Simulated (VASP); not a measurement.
# Zone-centre spectra of MgS (Niningerite), part 2 of 3

Wanted: which zone-centre modes of MgS (Niningerite) show in Raman and infrared light. The cell is of the rock-salt type, one of the forms listed for this formula. The start is a cell from a database of measured crystal structures.

VASP 6.6.1; LDA; plane waves and PAW (S, Mg).

So far. Step 3 (Relaxation): The forces stay under 1e-4 eV/Å, and the volume now lies -4.0 % from that of the session's start. The relaxed cell has a = 5.132 Å (conventional setting).

**4. Modes at the zone centre**

IBRION = 8 with LEPSILON gives the zone-centre modes, the Born charges and the dielectric tensor by perturbation theory.

Contents of INCAR:

```
SYSTEM = MgS
PREC = Accurate
ENCUT = 400
EDIFF = 1E-08
NELM = 100
ISMEAR = 0
SIGMA = 0.01
LREAL = .FALSE.
ALGO = Normal
GGA = CA
NBANDS = 10
LWAVE = .FALSE.
LCHARG = .FALSE.
KPAR = 2
LEPSILON = .TRUE.
IBRION = 8
NSW = 1
```

Contents of POSCAR:

```
MgS
1.0
    0.0000000000      2.5662468073      2.5662468073
    2.5662468073      0.0000000000      2.5662468073
    2.5662468073      2.5662468073      0.0000000000
S Mg
1 1
Direct
    0.5000000000      0.5000000000      0.5000000000
    0.0000000000      0.0000000000      0.0000000000
```

Contents of KPOINTS:

```
Automatic mesh
0
Gamma
8 8 8
0 0 0
```

PAW data sets: S and Mg (PBE family, release 64).

Command:

```
> mpirun -np 2 vasp_std
```

Output:

```text
[... set-up lines as in an earlier step ...]
 entering main loop
       N       E                     dE             d eps       ncg     rms          rms(c)
DAV:   1     0.173237368436E+02    0.17324E+02   -0.33216E+03   596   0.532E+02
DAV:   2    -0.884720209345E+01   -0.26171E+02   -0.24788E+02   762   0.916E+01
DAV:   3    -0.992333196803E+01   -0.10761E+01   -0.10751E+01   692   0.215E+01
DAV:   4    -0.992952435313E+01   -0.61924E-02   -0.61916E-02   708   0.193E+00
DAV:   5    -0.992956859499E+01   -0.44242E-04   -0.44241E-04   690   0.146E-01    0.365E+00
DAV:   6    -0.958501838551E+01    0.34455E+00   -0.78729E-01   624   0.372E+00    0.271E+00
DAV:   7    -0.954287082095E+01    0.42148E-01   -0.17988E-01   658   0.191E+00    0.177E+00
DAV:   8    -0.953916100285E+01    0.37098E-02   -0.94608E-03   646   0.590E-01    0.701E-01
DAV:   9    -0.953882514888E+01    0.33585E-03   -0.74294E-04   642   0.150E-01    0.235E-01
DAV:  10    -0.953881219823E+01    0.12951E-04   -0.77776E-05   690   0.452E-02    0.200E-02
DAV:  11    -0.953881216035E+01    0.37879E-07   -0.13865E-06   704   0.726E-03    0.108E-02
DAV:  12    -0.953881212801E+01    0.32342E-07   -0.38450E-08   662   0.124E-03    0.488E-03
DAV:  13    -0.953881211583E+01    0.12184E-07   -0.39212E-08   606   0.933E-04    0.822E-05
DAV:  14    -0.953881211636E+01   -0.53211E-09   -0.36111E-10   340   0.146E-04
   1 F= -.95388121E+01 E0= -.95388121E+01  d E =-.466972E-58
 Linear response reoptimize wavefunctions to high precision
DAV:   1    -0.953881211667E+01   -0.31127E-09   -0.34738E-11   358   0.447E-05
DAV:   2    -0.953881211668E+01   -0.10630E-10   -0.51378E-12   322   0.155E-05
 Linear response G [H, r] |phi>, progress :
  Direction:   1
       N       E                     dE             d eps       ncg     rms
RMM:   1    -0.398903829792E+02   -0.39890E+02   -0.37937E+01  1428   0.450E+01
RMM:   2    -0.318040571607E+02    0.80863E+01   -0.25880E+00   956   0.998E+00
RMM:   3    -0.318125755979E+02   -0.85184E-02   -0.35931E-02   964   0.128E+00
RMM:   4    -0.318128380498E+02   -0.26245E-03   -0.45181E-04  1001   0.160E-01
RMM:   5    -0.318128510036E+02   -0.12954E-04   -0.14551E-05  1012   0.247E-02
RMM:   6    -0.318128514616E+02   -0.45797E-06   -0.12519E-06  1034   0.445E-03
RMM:   7    -0.318128514931E+02   -0.31521E-07   -0.11617E-06  1022   0.116E-03
RMM:   8    -0.318128511287E+02    0.36433E-06    0.37781E-06   893   0.578E-04
RMM:   9    -0.318128510932E+02    0.35549E-07    0.16049E-05   798   0.481E-04
RMM:  10    -0.318128511210E+02   -0.27836E-07    0.57064E-05   686   0.465E-04
RMM:  11    -0.318128511860E+02   -0.65004E-07    0.89224E-05   591   0.470E-04
RMM:  12    -0.318128514945E+02   -0.30846E-06    0.15033E-04   507   0.461E-04
 Linear response G [H, r] |phi>, progress :
  Direction:   2
       N       E                     dE             d eps       ncg     rms
RMM:   1    -0.381003899997E+02   -0.38100E+02   -0.42976E+01  1415   0.440E+01
RMM:   2    -0.319491583820E+02    0.61512E+01   -0.19838E+00   947   0.932E+00
RMM:   3    -0.319705683800E+02   -0.21410E-01   -0.30668E-02   956   0.122E+00
RMM:   4    -0.319709324611E+02   -0.36408E-03   -0.47198E-04  1008   0.161E-01
RMM:   5    -0.319709480901E+02   -0.15629E-04   -0.15702E-05  1003   0.254E-02
RMM:   6    -0.319709486040E+02   -0.51390E-06   -0.87954E-07  1032   0.476E-03
RMM:   7    -0.319709486294E+02   -0.25311E-07   -0.20797E-07  1016   0.131E-03
RMM:   8    -0.319709486027E+02    0.26663E-07    0.68906E-07   903   0.697E-04
RMM:   9    -0.319709486014E+02    0.12574E-08   -0.48268E-07   801   0.595E-04
RMM:  10    -0.319709485991E+02    0.23643E-08   -0.66233E-06   667   0.577E-04
RMM:  11    -0.319709486030E+02   -0.39207E-08   -0.30073E-05   598   0.577E-04
RMM:  12    -0.319709485973E+02    0.56464E-08   -0.37384E-06   517   0.571E-04
 Linear response G [H, r] |phi>, progress :
  Direction:   3
       N       E                     dE             d eps       ncg     rms
RMM:   1    -0.266028014214E+02   -0.26603E+02    0.84360E+01  1310   0.436E+01
RMM:   2    -0.228968353969E+02    0.37060E+01   -0.22987E+00   950   0.876E+00
RMM:   3    -0.228968375043E+02   -0.21074E-05   -0.39911E-02   962   0.123E+00
RMM:   4    -0.228969615980E+02   -0.12409E-03   -0.50121E-04   991   0.154E-01
RMM:   5    -0.228969727720E+02   -0.11174E-04   -0.15650E-05   996   0.240E-02
RMM:   6    -0.228969731617E+02   -0.38963E-06   -0.27813E-07  1010   0.424E-03
RMM:   7    -0.228969731809E+02   -0.19182E-07    0.18711E-06   970   0.105E-03
RMM:   8    -0.228969731689E+02    0.11962E-07    0.13492E-05   860   0.506E-04
RMM:   9    -0.228969732395E+02   -0.70624E-07    0.17214E-05   770   0.414E-04
RMM:  10    -0.228969732402E+02   -0.65167E-09    0.10340E-05   653   0.402E-04
RMM:  11    -0.228969732283E+02    0.11873E-07    0.29693E-05   571   0.404E-04
RMM:  12    -0.228969732358E+02   -0.75042E-08    0.11129E-05   480   0.395E-04
 Linear response to external field (no local field effect), progress :
  Direction:   1
       N       E                     dE             d eps       ncg     rms          rms(c)
RMM:   1    -0.573781652594E+00   -0.57378E+00   -0.22691E+00  1312   0.302E+00
RMM:   2    -0.582517325710E+00   -0.87357E-02   -0.72262E-03   945   0.491E-01
RMM:   3    -0.582569773989E+00   -0.52448E-04   -0.86240E-05   941   0.514E-02
RMM:   4    -0.582570246236E+00   -0.47225E-06   -0.11941E-06   974   0.624E-03
RMM:   5    -0.582570253000E+00   -0.67642E-08   -0.20891E-08   929   0.751E-04
 change of polarisation eV/A/(eV/A) component  1 :     1.165     0.533     0.101
 dielectric tensor                  component  1 :     7.238     2.852     0.539
 Linear response to external field (no local field effect), progress :
  Direction:   2
       N       E                     dE             d eps       ncg     rms          rms(c)
RMM:   1    -0.574215916779E+00   -0.57422E+00   -0.22690E+00  1305   0.298E+00
RMM:   2    -0.582790065321E+00   -0.85741E-02   -0.74615E-03   944   0.487E-01
RMM:   3    -0.582837899213E+00   -0.47834E-04   -0.87105E-05   949   0.514E-02
RMM:   4    -0.582838382467E+00   -0.48325E-06   -0.12137E-06   973   0.617E-03
RMM:   5    -0.582838389249E+00   -0.67820E-08   -0.20984E-08   939   0.755E-04
 change of polarisation eV/A/(eV/A) component  2 :     0.533     1.166    -0.109
 dielectric tensor                  component  2 :     2.852     7.240    -0.586
 Linear response to external field (no local field effect), progress :
  Direction:   3
       N       E                     dE             d eps       ncg     rms          rms(c)
RMM:   1    -0.286526123221E+00   -0.28653E+00   -0.91924E-01  1270   0.233E+00
RMM:   2    -0.289843726617E+00   -0.33176E-02   -0.47066E-03   951   0.387E-01
RMM:   3    -0.289867980224E+00   -0.24254E-04   -0.82039E-05   929   0.454E-02
RMM:   4    -0.289868196994E+00   -0.21677E-06   -0.14181E-06   957   0.579E-03
RMM:   5    -0.289868200240E+00   -0.32453E-08   -0.31701E-08   881   0.737E-04
 change of polarisation eV/A/(eV/A) component  3 :     0.101    -0.109     0.580
 dielectric tensor                  component  3 :     0.539    -0.586     4.104
 Linear response to external field, progress :
  Direction:   1
       N       E                     dE             d eps       ncg     rms          rms(c)
RMM:   1    -0.478432484604E+00   -0.47843E+00   -0.18217E+00  2614   0.277E+00
RMM:   2    -0.485050388330E+00   -0.66179E-02   -0.64623E-03  1926   0.451E-01    0.136E+00
RMM:   3    -0.441533591470E+00    0.43517E-01   -0.36403E-02  1859   0.870E-01    0.676E-01
RMM:   4    -0.447931558592E+00   -0.63980E-02   -0.15718E-02  1936   0.601E-01    0.207E-01
RMM:   5    -0.457024028035E+00   -0.90925E-02   -0.68786E-04  1915   0.167E-01    0.553E-02
RMM:   6    -0.456978737352E+00    0.45291E-04   -0.90126E-06  2006   0.215E-02    0.390E-02
RMM:   7    -0.457289063315E+00   -0.31033E-03   -0.13182E-05  1970   0.181E-02    0.688E-03
RMM:   8    -0.457341892022E+00   -0.52829E-04   -0.84850E-07  2010   0.532E-03    0.270E-03
RMM:   9    -0.457335308551E+00    0.65835E-05   -0.52849E-08  2091   0.996E-04    0.171E-04
RMM:  10    -0.457344168168E+00   -0.88596E-05   -0.12762E-07  1947   0.214E-04    0.825E-05
RMM:  11    -0.457344428351E+00   -0.26018E-06   -0.23921E-08  1257   0.343E-05    0.144E-05
RMM:  12    -0.457344571564E+00   -0.14321E-06   -0.43469E-09   792   0.356E-05    0.552E-06
 change of polarisation eV/A/(eV/A) component  1 :     0.851     0.343     0.083
 dielectric tensor                  component  1 :     5.554     1.834     0.445
 Linear response to external field, progress :
  Direction:   2
       N       E                     dE             d eps       ncg     rms          rms(c)
RMM:   1    -0.478042876253E+00   -0.47804E+00   -0.18178E+00  2626   0.278E+00
RMM:   2    -0.485050522400E+00   -0.70076E-02   -0.64704E-03  1927   0.455E-01    0.136E+00
RMM:   3    -0.441536746807E+00    0.43514E-01   -0.36409E-02  1855   0.870E-01    0.676E-01
RMM:   4    -0.447934094907E+00   -0.63973E-02   -0.15744E-02  1935   0.602E-01    0.207E-01
RMM:   5    -0.457021775426E+00   -0.90877E-02   -0.69007E-04  1920   0.167E-01    0.550E-02
RMM:   6    -0.456977279692E+00    0.44496E-04   -0.91378E-06  2008   0.215E-02    0.385E-02
RMM:   7    -0.457290375795E+00   -0.31310E-03   -0.12847E-05  1974   0.179E-02    0.678E-03
RMM:   8    -0.457341994109E+00   -0.51618E-04   -0.81741E-07  2017   0.526E-03    0.263E-03
RMM:   9    -0.457335420019E+00    0.65741E-05    0.38040E-08  2102   0.973E-04    0.178E-04
RMM:  10    -0.457344148039E+00   -0.87280E-05    0.41033E-07  1955   0.208E-04    0.737E-05
RMM:  11    -0.457344394486E+00   -0.24645E-06    0.14104E-08  1228   0.342E-05    0.117E-05
RMM:  12    -0.457344550670E+00   -0.15618E-06    0.57057E-08   802   0.352E-05    0.477E-06
 change of polarisation eV/A/(eV/A) component  2 :     0.317     0.851    -0.031
 dielectric tensor                  component  2 :     1.696     5.554    -0.167
 Linear response to external field, progress :
  Direction:   3
       N       E                     dE             d eps       ncg     rms          rms(c)
RMM:   1    -0.478048319400E+00   -0.47805E+00   -0.18178E+00  2626   0.278E+00
RMM:   2    -0.485050635378E+00   -0.70023E-02   -0.64661E-03  1932   0.455E-01    0.136E+00
RMM:   3    -0.441538622224E+00    0.43512E-01   -0.36415E-02  1857   0.870E-01    0.676E-01
RMM:   4    -0.447935393019E+00   -0.63968E-02   -0.15762E-02  1937   0.602E-01    0.207E-01
RMM:   5    -0.457020680926E+00   -0.90853E-02   -0.69033E-04  1922   0.167E-01    0.549E-02
RMM:   6    -0.456976095861E+00    0.44585E-04   -0.92760E-06  2006   0.216E-02    0.382E-02
RMM:   7    -0.457290605881E+00   -0.31451E-03   -0.12609E-05  1976   0.177E-02    0.672E-03
RMM:   8    -0.457341948901E+00   -0.51343E-04   -0.81819E-07  2016   0.522E-03    0.258E-03
RMM:   9    -0.457335583290E+00    0.63656E-05   -0.68513E-08  2105   0.959E-04    0.178E-04
RMM:  10    -0.457344181763E+00   -0.85985E-05   -0.23545E-07  1943   0.204E-04    0.687E-05
RMM:  11    -0.457344394031E+00   -0.21227E-06    0.32712E-08  1232   0.342E-05    0.102E-05
RMM:  12    -0.457344560118E+00   -0.16609E-06    0.65132E-08   830   0.351E-05    0.433E-06
 change of polarisation eV/A/(eV/A) component  3 :     0.049     0.221     0.851
 dielectric tensor                  component  3 :     0.262     1.182     5.554
 Linear response DOF=           2
 Linear response progress:
  Degree of freedom:   1/  2
       N       E                     dE             d eps       ncg     rms          rms(c)
RMM:   1    -0.105641467983E+00   -0.10564E+00    0.26323E-02  2518   0.218E+00
RMM:   2    -0.105488224219E+00    0.15324E-03   -0.11797E-03  1848   0.232E-01    0.975E-02
RMM:   3    -0.106095060191E+00   -0.60684E-03   -0.16740E-04  1765   0.674E-02    0.467E-02
RMM:   4    -0.106737131090E+00   -0.64207E-03   -0.98279E-05  1819   0.478E-02    0.147E-02
RMM:   5    -0.106755362021E+00   -0.18231E-04   -0.68884E-06  1897   0.163E-02    0.774E-03
RMM:   6    -0.106758277461E+00   -0.29154E-05   -0.48526E-08  1994   0.166E-03    0.651E-03
RMM:   7    -0.106773743815E+00   -0.15466E-04   -0.21632E-07  1827   0.230E-03    0.792E-04
RMM:   8    -0.106769024659E+00    0.47192E-05   -0.10169E-08  1935   0.554E-04    0.480E-04
RMM:   9    -0.106768170531E+00    0.85413E-06    0.55008E-09  2041   0.122E-04    0.745E-05
RMM:  10    -0.106768229423E+00   -0.58892E-07    0.19665E-08  2166   0.484E-05    0.623E-06
RMM:  11    -0.106768170131E+00    0.59293E-07   -0.46807E-08  2033   0.404E-05    0.237E-06
RMM:  12    -0.106768178615E+00   -0.84849E-08    0.29817E-08  1887   0.357E-05    0.642E-07
 first order change of Fermi-energy   0.22272E-02
 force on displaced ion       1 direction 1 :  -3.280   0.000   0.000
 Born effective charge ion    1 direction 1 :  -2.297   0.000   0.000
 Linear response progress:
  Degree of freedom:   2/  2
       N       E                     dE             d eps       ncg     rms          rms(c)
RMM:   1    -0.211460393751E-02   -0.21146E-02   -0.21080E-03  2221   0.395E-01
RMM:   2    -0.190879726901E-02    0.20581E-03   -0.20294E-04  1844   0.932E-02    0.489E-02
RMM:   3    -0.187205339054E-02    0.36744E-04   -0.34424E-05  1904   0.293E-02    0.269E-02
RMM:   4    -0.187821852843E-02   -0.61651E-05   -0.14382E-05  1919   0.191E-02    0.748E-03
RMM:   5    -0.187815506220E-02    0.63466E-07   -0.82222E-07  1917   0.523E-03    0.108E-03
RMM:   6    -0.187838013382E-02   -0.22507E-06   -0.19758E-08  1972   0.933E-04    0.383E-04
RMM:   7    -0.187729408021E-02    0.10861E-05   -0.38333E-09  1957   0.412E-04    0.102E-04
RMM:   8    -0.187732428531E-02   -0.30205E-07   -0.59122E-10  1992   0.123E-04    0.152E-05
RMM:   9    -0.187733933196E-02   -0.15047E-07   -0.17248E-11  2068   0.239E-05    0.310E-06
RMM:  10    -0.187734422868E-02   -0.48967E-08   -0.67600E-11  2090   0.569E-06    0.747E-07
 first order change of Fermi-energy  -0.14885E-03
 force on displaced ion       2 direction 1 :  -3.275   0.000   0.000
 Born effective charge ion    2 direction 1 :   2.283   0.000   0.000
 Born effective charges drift removed
 Linear response finished
```

Elapsed: 16 s, on 2 MPI ranks of Intel Xeon 6975P-C (Granite Rapids), shared host; peak memory 0.31 GiB; 32 s of CPU time.

[end of part 2 of 3]

[Lines on the potential files, build, host, timing and source positions are cut from VASP's logs without a mark.]

[Logs are printed without paths, hosts, clocks, repeated set-up lines and the standing remarks that a program may print on its own settings, such as how far it seeks lower states.]

[Hosts, paths, dates, database ids (printed as entryN), source tags and the programs' standing remarks are cut or masked in the printed files.]
